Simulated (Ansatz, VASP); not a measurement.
## One calculation of PtC2, two programs

```
Pt C
1.0
     4.01833    0.00000    0.00000
     0.00000    5.02342    0.00000
     0.00000    0.00000    3.04281
Pt C
2 4
Direct
  0.00000 0.00000 0.00000
  0.50000 0.50000 0.50000
  0.13071 0.41249 0.00000
  0.86929 0.58751 0.00000
  0.63071 0.08751 0.50000
  0.36929 0.91249 0.50000
```

Alike in both runs: functional PBE; k mesh 4 × 4 × 6; occupations gaussian, width 0.1 eV; no spin polarisation.

Ansatz relaxed the structure, and its values are those at the end. VASP's run is a single point on that final structure, the one shown.

|  | VASP | Ansatz |
| --- | --- | --- |
| version | VASP 6.6.1 | Ansatz 0.2.0 |
| potentials or method | VASP PAW PBE potentials, release 64 (Pt, C) | scalar-relativistic, plane waves, PAW |
| plane-wave cutoff (eV) | 520 | 420 |
| valence electrons in the cell | 36 | 52 |

Ansatz gave:

- gap on the k mesh at the Fermi level (eV): none
- pressure (GPa): 0.2
- rms of the force components (eV/Å): 0.006

Task: Which values does VASP return?

Result: gap on the k mesh at the Fermi level (eV): none; pressure (GPa): 0.3; rms of the force components (eV/Å): 0.027.

A gap of «none» marks a metal or a gap that the smearing closes. With one functional, cell and mesh, what is left measures potentials, basis and numerics. The two sets of potentials don't hold the same shells in valence.

Caveats: the k mesh is coarse (spacing up to 0.39 Å⁻¹), so the values aren't converged. The runs have no spin-orbit coupling, so splittings on Pt are missing.
